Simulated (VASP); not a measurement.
VASP ran on this input.

### INCAR
```
SYSTEM = Sn
PREC = Accurate
ENCUT = 400
EDIFF = 1E-6
NELM = 60
ALGO = Normal
LREAL = .FALSE.
LASPH = .TRUE.
ISMEAR = 1
SIGMA = 0.1
GGA = PE
LMAXMIX = 4
LWAVE = .FALSE.
LCHARG = .FALSE.
ISIF = 2
IMIX = 1
AMIX = 1.9
BMIX = 0.0001
```

**POSCAR**
```
Sn
1
   -2.9733000000     2.9733000000     1.6218000000
    2.9733000000    -2.9733000000     1.6218000000
    2.9733000000     2.9733000000    -1.6218000000
Sn
2
Direct
  0.2500000000   0.7500000000   0.5000000000
  0.0000000000   0.0000000000   0.0000000000
```

KPOINTS:
```
Automatic mesh
0
Gamma
10 10 10
0 0 0
```

POTCAR, in this order: Sn_d (PBE.64 set). Program: vasp_std.

The run wrote:

File standard output:
```
 POSCAR found type information on POSCAR Sn
 POSCAR found :  1 types and       2 ions
 Reading from existing POTCAR
 Reading from existing POTCAR
 LDA part: xc-table for (Slater+PW92), standard interpolation
 POSCAR, INCAR and KPOINTS ok, starting setup
 WAVECAR not read
 entering main loop
       N       E                     dE             d eps       ncg     rms          rms(c)
DAV:   1     0.187227418604E+03    0.18723E+03   -0.13180E+04  3684   0.205E+03
DAV:   2     0.919244362267E+01   -0.17803E+03   -0.17595E+03  3672   0.407E+02
DAV:   3    -0.713452404671E+01   -0.16327E+02   -0.16168E+02  4224   0.132E+02
DAV:   4    -0.760696612773E+01   -0.47244E+00   -0.47081E+00  4170   0.250E+01
DAV:   5    -0.762491267894E+01   -0.17947E-01   -0.17946E-01  5044   0.435E+00    0.216E+00
DAV:   6    -0.771687935238E+01   -0.91967E-01   -0.83840E-01  4782   0.147E+01    0.255E+00
DAV:   7    -0.817071219364E+01   -0.45383E+00   -0.45570E+00  4722   0.338E+01    0.411E+00
DAV:   8    -0.108107460890E+02   -0.26400E+01   -0.26048E+01  4784   0.884E+01    0.817E+00
DAV:   9    -0.254440032812E+02   -0.14633E+02   -0.14556E+02  4640   0.172E+02    0.205E+01
DAV:  10    -0.117100512950E+03   -0.91657E+02   -0.88924E+02  4230   0.737E+02    0.402E+01
DAV:  11    -0.702134510873E+03   -0.58503E+03   -0.57335E+03  3964   0.653E+02    0.156E+02
DAV:  12    -0.656329314690E+04   -0.58612E+04   -0.60372E+04  5402   0.508E+03    0.183E+03
DAV:  13    -0.159402673615E+05   -0.93770E+04   -0.10046E+05  4998   0.232E+03    0.341E+03
DAV:  14    -0.303282558297E+05   -0.14388E+05   -0.17027E+05  6254   0.265E+03    0.582E+03

 -----------------------------------------------------------------------------
|                                                                             |
|     EEEEEEE  RRRRRR   RRRRRR   OOOOOOO  RRRRRR      ###     ###     ###     |
|     E        R     R  R     R  O     O  R     R     ###     ###     ###     |
|     E        R     R  R     R  O     O  R     R     ###     ###     ###     |
|     EEEEE    RRRRRR   RRRRRR   O     O  RRRRRR       #       #       #      |
|     E        R   R    R   R    O     O  R   R                               |
|     E        R    R   R    R   O     O  R    R      ###     ###     ###     |
|     EEEEEEE  R     R  R     R  OOOOOOO  R     R     ###     ###     ###     |
|                                                                             |
|     ERROR FEXCP: supplied Exchange-correletion table                        |
|      is too small, maximal index : 4414                                     |
|                                                                             |
|       ---->  I REFUSE TO CONTINUE WITH THIS SICK JOB ... BYE!!! <----       |
|                                                                             |
 -----------------------------------------------------------------------------
```

Question: From input and log, find the fault in this run and mend it.

Answer: The cause: simple mixing (IMIX = 1) with AMIX above 1 overshoots. VASP stops with an error: ERROR FEXCP: supplied Exchange-correletion table is too small, maximal index : 4414 ----> I REFUSE TO CONTINUE WITH THIS SICK JOB ... BYE!!! <---- To mend it, remove IMIX, remove AMIX, remove BMIX.

The mended run (PBE GGA, plane waves, VASP's PBE PAW potentials (set 64)) converges, and its OSZICAR ends with
```
   1 F= -.76095122E+01 E0= -.76093916E+01  d E =-.361571E-03
```

The compound is Sn in the beta structure. The cell was not relaxed at this level.
